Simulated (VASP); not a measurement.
MgI2: stress against strain

MgI2 (1T layered, P-3m1, 34.434 Å³/atom and stress up to 0.05 GPa in the relaxed cell, c along z) under an equal strain ε along x and y, with z held. PBEsol in VASP (plane waves, PAW), 480 eV, 8×8×6 Γ-centred mesh, Gaussian smearing 0.05 eV; ions are relaxed, or left where forces stay under 0.02 eV/Å, within the symmetry of each cell. Stress is positive for a compressed cell.

Here s stands for strain and y for stress xx.

```
strain (%)  stress xx (GPa)
----------  ---------------
-3.00                     ?
-1.50                  0.95
-1.00                  0.62
-0.50                  0.31
0.00                   0.02
0.50                  -0.26
1.00                  -0.52
1.50                  -0.77
```

The 7 complete rows are fitted with a straight line, y against s. Means: s 0, y 0.050. About the means, the sum of products is -4.0050 and the sum of squares of s is 7.0000; the slope is their ratio. Least squares gives y = 0.050 - 0.5721·s. Residuals (row less fit): 0.042, -0.002, -0.026, -0.030, -0.024, 0.002, 0.038; standard error 0.033 (degrees of freedom: 5). The slope gives the elastic constants C11 + C12 = 57 ± 1 GPa (± standard error of the fit, which holds the terms cut off).

What does the fit predict for y at s = -3.00, and how far is the calculated value from it?

y = 0.050 - 0.5721 × (-3.0) = 1.766 GPa. The calculation gives 2.03 GPa, 0.264 GPa above the prediction (9.4 % of the range of y in the table). The row lies outside the fitted rows, so this is an extrapolation. From the scatter of the fitted rows alone, a prediction at this place has a standard error of 0.051 GPa, so the miss is 5.2 times that.

A polynomial of degree 2 through the 12 other runs of the series gives 2.02 there, so most of the miss is curvature that the fit leaves out. Spin-orbit coupling is left out, which can shift these values for the heavy elements here. For MgI2: without a dispersion term in the relaxation, distances and binding between the weakly bound layers, chains or molecules are unreliable, and so is what depends on them. Rows are the converged runs of the series near zero and its far end, less any whose ions stayed unrelaxed beside relaxed ones; series whose fitted rows scatter by over a few per cent of the range, as at a crossing or softening among them, aren't shown in this form. Most that stay on the fit to the last digits aren't either.
